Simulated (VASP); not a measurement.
Input for VASP

File POSCAR:
```
Pd
1
    2.5448900000     0.0000000000     0.0000000000
    0.0000000000     2.5448900000     0.0000000000
    0.0000000000     0.0000000000     2.5448900000
Pd
1
Direct
  0.0000000000   0.0000000000   0.0000000000
```

**KPOINTS**
```
Automatic mesh
0
Gamma
11 11 11
0 0 0
```

**INCAR**
```
SYSTEM = Pd
PREC = Accurate
ENCUT = 400
EDIFF = 1E-6
NELM = 100
ALGO = Normal
LREAL = .FALSE.
LASPH = .TRUE.
ISMEAR = 1
SIGMA = 0.1
GGA = PE
LMAXMIX = 4
LWAVE = .FALSE.
LCHARG = .FALSE.
ISIF = 2
```

POTCAR, in this order: Pd (PBE.64 set). Program: vasp_gam.

What VASP printed:

File standard output:
```
 POSCAR found type information on POSCAR Pd
 POSCAR found :  1 types and       1 ions
 Reading from existing POTCAR
 Reading from existing POTCAR
 LDA part: xc-table for (Slater+PW92), standard interpolation

 -----------------------------------------------------------------------------
|                                                                             |
|     EEEEEEE  RRRRRR   RRRRRR   OOOOOOO  RRRRRR      ###     ###     ###     |
|     E        R     R  R     R  O     O  R     R     ###     ###     ###     |
|     E        R     R  R     R  O     O  R     R     ###     ###     ###     |
|     EEEEE    RRRRRR   RRRRRR   O     O  RRRRRR       #       #       #      |
|     E        R   R    R   R    O     O  R   R                               |
|     E        R    R   R    R   O     O  R    R      ###     ###     ###     |
|     EEEEEEE  R     R  R     R  OOOOOOO  R     R     ###     ###     ###     |
|                                                                             |
|     You are using the Gamma-point-only version with more than one           |
|     k-point or some other non-Gamma k-point.                                |
|                                                                             |
|       ---->  I REFUSE TO CONTINUE WITH THIS SICK JOB ... BYE!!! <----       |
|                                                                             |
 -----------------------------------------------------------------------------
```

**Question.** Read input and log: which fault does this run have?
A) LEPSILON was set with a meta-GGA
B) IBRION is misspelt, so VASP ignores the line and takes its default
C) the Γ-only program was given a k-mesh
D) a line-mode KPOINTS file was used for a self-consistent run

**Answer.** C, the Γ-only program was given a k-mesh. VASP stops with an error: You are using the Gamma-point-only version with more than one k-point or some other non-Gamma k-point. ----> I REFUSE TO CONTINUE WITH THIS SICK JOB ... BYE!!! <----

To mend it, run vasp_std.

The mended run (PBE GGA, plane waves, VASP's PBE PAW potentials (set 64)) converges, and its OSZICAR ends with
```
   1 F= -.46554033E+01 E0= -.46553073E+01  d E =-.288162E-03
```

The structure was generated: Pd was put into the simple-cubic type (Pm-3m), which need not be its known phase. The cell was not relaxed at this level.
